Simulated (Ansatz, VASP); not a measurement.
# SiBi: VASP beside Ansatz, part 2 of 2

One calculation is typed for both programs; each brings its own data sets and cutoff. How far apart do they land? The cell is invented: As first built, before any earlier steps moved the atoms (in the runner's words): it takes the CeN structure with all of its atoms replaced by other elements, volume scaled by an estimate. It may not be a known or stable phase. The cell is taken from a series of VASP runs on this material, whose earlier steps may have relaxed, scaled or displaced it; both programs get it as it stands.

VASP 6.6.1 and Ansatz 0.2.0.

So far: The structure; Ansatz: band structure, LDA; VASP: band structure, LDA.

### Step 3. VASP: band structure, LDA (continued)

Level of this step: LDA; plane waves and PAW (Bi_d, Si); invented cell (VASP).

Numbers of over 12 decimals in the logs are rounded to 6 here.

From OUTCAR (step 3):

```text
ion  position               nearest neighbor table
   1  0.500  0.500  0.500-   2 2.88   2 2.88   2 2.88   2 2.88   2 2.88   2 2.88
   2  0.000  0.000  0.000-   1 2.88   1 2.88   1 2.88   1 2.88   1 2.88   1 2.88

  LATTYP: Found a face centered cubic cell.
 ALAT       =     5.7555742372

 Subroutine GETGRP returns: Found 48 space group operations
 (whereof 48 operations were pure point group operations)

The static configuration has the point symmetry O_h .

 Found     20 irreducible k-points:

   k-points           NKPTS =     20   k-points in BZ     NKDIM =     20   number of bands    NBANDS=     13

   dimension x,y,z NGX =    28 NGY =   28 NGZ =   28
   dimension x,y,z NGXF=    56 NGYF=   56 NGZF=   56

   ENCUT  =  400.0 eV  29.40 Ry    5.42 a.u.   6.64  6.64  6.64*2*pi/ulx,y,z

   NELECT =      19.0000    total number of electrons

 k-points in reciprocal lattice and weights: Automatic mesh
   0.00000000  0.00000000  0.00000000       0.003
   0.14285714  0.00000000  0.00000000       0.023
   0.28571429  0.00000000  0.00000000       0.023
   0.42857143  0.00000000  0.00000000       0.023
   0.14285714  0.14285714  0.00000000       0.017
   0.28571429  0.14285714  0.00000000       0.070
   0.42857143  0.14285714  0.00000000       0.070
  -0.42857143  0.14285714  0.00000000       0.070
  -0.28571429  0.14285714  0.00000000       0.070
[...]
-0.42857143  0.42857143  0.14285714       0.070
  -0.28571429  0.42857143  0.14285714       0.070

 average (electrostatic) potential at core
       1-103.1159       2 -83.5311

 E-fermi :   7.7540

 k-point     1 :       0.0000    0.0000    0.0000
  band No.  band energies     occupation
    ...
      6      -5.7808      2.00000
      7       5.1315      2.00000
      8       7.0214      2.00000
      9       7.0214      2.00000
     10       7.0214      2.00000
     11      12.6714      0.00000
     12      12.6714      0.00000
     13      12.6714      0.00000

 k-point     2 :       0.1429    0.0000    0.0000
  band No.  band energies     occupation
    ...
      5     -14.9604      2.00000
      6      -5.5297      2.00000
      7       3.5570      2.00000
      8       7.0459      2.00000
      9       7.0459      2.00000
     10       7.9350      0.05220
     11      11.4758      0.00000
     12      11.4758      0.00000
     13      11.7035      0.00000

 k-point     3 :       0.2857    0.0000    0.0000
  band No.  band energies     occupation
    ...
      5     -14.9475      2.00000
      6      -4.8085      2.00000
      7       1.2747      2.00000
      8       7.2004      1.99997
      9       7.2004      1.99997
     10       8.5200      0.00000
     11       9.8591      0.00000
     12       9.8591      0.00000
     13      10.4138      0.00000

  Total        0.0263946      0.0263946      0.0263946      0.0000000      0.0000000     -0.0000000
  in kB        0.8871952      0.8871952      0.8871952      0.0000000      0.0000000     -0.0000000
  external PRESSURE =       0.8871952 kB  Pullay stress =       0.0000000 kB

  energy-cutoff  :      400.00
  volume of cell :       47.67
      direct lattice vectors                 reciprocal lattice vectors
     0.000000000  2.877787119  2.877787119    -0.173744610  0.173744610  0.173744610
     2.877787119  0.000000000  2.877787119     0.173744610 -0.173744610  0.173744610
     2.877787119  2.877787119  0.000000000     0.173744610  0.173744610 -0.173744610

 POSITION                                       TOTAL-FORCE (eV/Angst)
 -----------------------------------------------------------------------------------
      2.87779      2.87779      2.87779         0.000000     -0.000000      0.000000
      0.00000      0.00000      0.00000        -0.000000      0.000000     -0.000000
 -----------------------------------------------------------------------------------
    total drift:                                0.000000      0.000000      0.000000

  FREE ENERGIE OF THE ION-ELECTRON SYSTEM (eV)
  ---------------------------------------------------
  free  energy   TOTEN  =        -9.7683451218 eV

  energy  without entropy=       -9.7628541514  energy(sigma->0) =       -9.76559964

 total charge
# of ion       s       p       d       tot
------------------------------------------
    1        1.503   1.425   9.946  12.874
    2        0.866   0.729   0.000   1.595
--------------------------------------------------
tot          2.369   2.154   9.946  14.468

[... 3 further parts left out ...]
```

Spin-orbit coupling is off here; with elements this heavy it splits and shifts levels by tenths of an eV or more.

### Step 4. Side by side

Known differences besides the potentials themselves: the two LDA forms differ slightly; the cutoff is 420 eV in Ansatz and 400 eV in VASP; VASP's log shows a relativistic correction to its local exchange, Ansatz's none. Total energies have different zeros and are not compared.

Compared:

```csv
quantity,Ansatz,VASP,difference
pressure (GPa),0.07,0.09,-0.02
```

Levels from 3 eV below to 2 eV above the Fermi level differ by 9 meV r.m.s. and 49 meV at most; each VASP level is matched to the nearest of Ansatz, which flatters the figure a little. Ansatz's pressure holds a Pulay correction of 0.03 GPa; VASP's holds none.

### Step 5. VASP: single point, LDA

With cell and atoms fixed, the geometry can't cause a difference; cores, projectors, grids and the points listed under the comparison can.

File INCAR:

```
SYSTEM = SiBi
PREC = Accurate
ENCUT = 400
EDIFF = 1E-06
NELM = 100
ISMEAR = -1
SIGMA = 0.05
LREAL = .FALSE.
ALGO = Normal
GGA = CA
LORBIT = 11
LWAVE = .FALSE.
LCHARG = .FALSE.
LOPTICS = .TRUE.
NEDOS = 1500
CSHIFT = 0.1
NBANDS = 25
```

File POSCAR:

```
SiBi
1.0
    0.0000000000      2.8777871186      2.8777871186
    2.8777871186      0.0000000000      2.8777871186
    2.8777871186      2.8777871186      0.0000000000
Bi Si
1 1
Direct
    0.5000000000      0.5000000000      0.5000000000
    0.0000000000      0.0000000000      0.0000000000
```

File KPOINTS:

```
Automatic mesh
0
Gamma
10 10 10
0 0 0
```

PAW data sets: Bi_d and Si (LDA family, release 64).

Launch:

```sh
$ mpirun -np 1 vasp_std
```

Log:

```text
[... set-up lines as in an earlier step ...]
 entering main loop
       N       E                     dE             d eps       ncg     rms          rms(c)
DAV:   1     0.145372780514E+03    0.14537E+03   -0.73336E+03  2415   0.673E+02
DAV:   2     0.222407582873E+01   -0.14315E+03   -0.13561E+03  2479   0.239E+02
DAV:   3    -0.954448837811E+01   -0.11769E+02   -0.11665E+02  2965   0.650E+01
DAV:   4    -0.982588013386E+01   -0.28139E+00   -0.28117E+00  2894   0.102E+01
[...]
DAV:   9    -0.977461099034E+01    0.81388E-05   -0.13489E-04  3323   0.767E-02    0.329E-02
DAV:  10    -0.977461165160E+01   -0.66126E-06   -0.10756E-05  3022   0.212E-02    0.520E-03
DAV:  11    -0.977461143512E+01    0.21648E-06   -0.14687E-06  2211   0.887E-03
   1 F= -.97746114E+01 E0= -.97712770E+01  d E =-.666884E-02
 optical routines
 imaginary and real dielectric function
 recalculating local potential from charge density
 direction            1
 direction            2
 direction            3
```

From OUTCAR (step 5):

```text
  Total        0.1114269      0.1114269      0.1114269      0.0000000      0.0000000     -0.0000000
  in kB        3.7453700      3.7453700      3.7453700      0.0000000      0.0000000     -0.0000000
  external PRESSURE =       3.7453700 kB  Pullay stress =       0.0000000 kB

 POSITION                                       TOTAL-FORCE (eV/Angst)
 -----------------------------------------------------------------------------------
      2.87779      2.87779      2.87779        -0.000000      0.000000     -0.000000
      0.00000      0.00000      0.00000         0.000000     -0.000000      0.000000
 -----------------------------------------------------------------------------------
    total drift:                                0.000000      0.000000      0.000000

  FREE ENERGIE OF THE ION-ELECTRON SYSTEM (eV)
  ---------------------------------------------------
  free  energy   TOTEN  =        -9.7746114351 eV

  energy  without entropy=       -9.7679425932  energy(sigma->0) =       -9.77127701

[... 1 part as in an earlier step ...]

[... 2 further parts left out ...]
[key lines of the parts left out:]
E-fermi :   7.7274
```

The intraband (Drude) part is not in this spectrum.

### Step 6. Ansatz: single point, LDA

The same cell, functional (in two slightly different forms), mesh and smearing now go to Ansatz, which takes its cutoff from its data sets.

The cell is taken from a series of VASP runs on this material, whose earlier steps may have relaxed, scaled or displaced it; both programs get it as it stands.

File input.yaml:

```yaml
crystal:
  lattice:
    - [0.0, 2.8777871186, 2.8777871186]
    - [2.8777871186, 0.0, 2.8777871186]
    - [2.8777871186, 2.8777871186, 0.0]
  atoms:
    - { symbol: Bi, position: [0.5, 0.5, 0.5] }
    - { symbol: Si, position: [0.0, 0.0, 0.0] }
hamiltonian:
  xc: lda
  pseudopotentials: { kind: paw }
kpoints:
  mp_grid: { grid: [10, 10, 10] }
scf:
  occupations: { method: fermi_dirac, width: 0.05 }
  n_extra_bands: 4
output:
  forces: true
  stress: true
  eigenvalues: true
```

Launch:

```sh
$ ansatz run input.yaml --threads 2 --pin off --max-ram 4608MiB --backend cpu --events-out ev --progress --plain --runs-dir out
```

Log:

```text
[...]
Crystal: 2 atoms, lattice volume = 47.666 Å³
Basis set: ecut = 420 eV, 941 PW (Γ)
Bands: 14, of which v1, the nominal top of the filled ones, is band 10 counted from 1 (9 counted from 0)
Symmetry: 48 space group operations
[...]
k-points: 47 of 1000
[...]
--- Band table (eV; the first three rows and the last of 47) ---
  k-point 0: bands = [... 6 lower, 7.6371, 9.5755, 9.5755, 9.5755, 15.2211, 15.2211, 15.2211, 15.7810]
  k-point 1: bands = [... 6 lower, 6.7284, 9.5854, 9.5854, 10.1599, 14.5234, 14.5234, 14.6469, 15.7668]
  k-point 2: bands = [... 6 lower, 5.1675, 9.6381, 9.6381, 10.7852, 13.3562, 13.3562, 13.7155, 16.1265]
  k-point 46: bands = [... 6 lower, 3.1759, 5.1243, 5.8782, 10.4480, 13.0954, 15.0043, 17.0786, 18.5170]
[key lines of the parts left out:]
SCF converged after 6 iterations
Free energy (F): -12693.761857 eV
Fermi energy:    10.272697 eV
P = ⅓ Tr σ = 0.3354 GPa (3.354 kbar)
```

The job ended after 1.9 s (2 threads of Arm Neoverse N1, shared host; peak memory 0.31 GiB).

The run ends at a pressure of 0.34 GPa.

### Step 7. Comparison

Compared:

```csv
quantity,Ansatz,VASP,difference
pressure (GPa),0.34,0.37,-0.04
```

Ansatz's pressure holds a Pulay correction of 0.03 GPa; VASP's holds none.

### Step 8. Outcome

```
r.m.s. difference of levels near the Fermi level (band structure, LDA) : 9.3 meV
difference in pressure (single point, LDA)                             : -0.039 GPa
```

In words: The r.m.s. difference of levels near the Fermi level is 9.3 meV (band structure, LDA), within the 80 meV picked in this series as the mark of a large difference. Such differences can come from data sets, numerical settings and the points named under the comparisons, not from the functional's error against experiment.

[Lines on the potential files, build, host, timing and source positions are cut from VASP's logs without a mark.]

[Logs are printed without paths, hosts, clocks, repeated set-up lines and the standing remarks that a program may print on its own settings, such as how far it seeks lower states.]

[Hosts, paths, dates, database ids (printed as entryN), source tags and the programs' standing remarks are cut or masked in the printed files.]
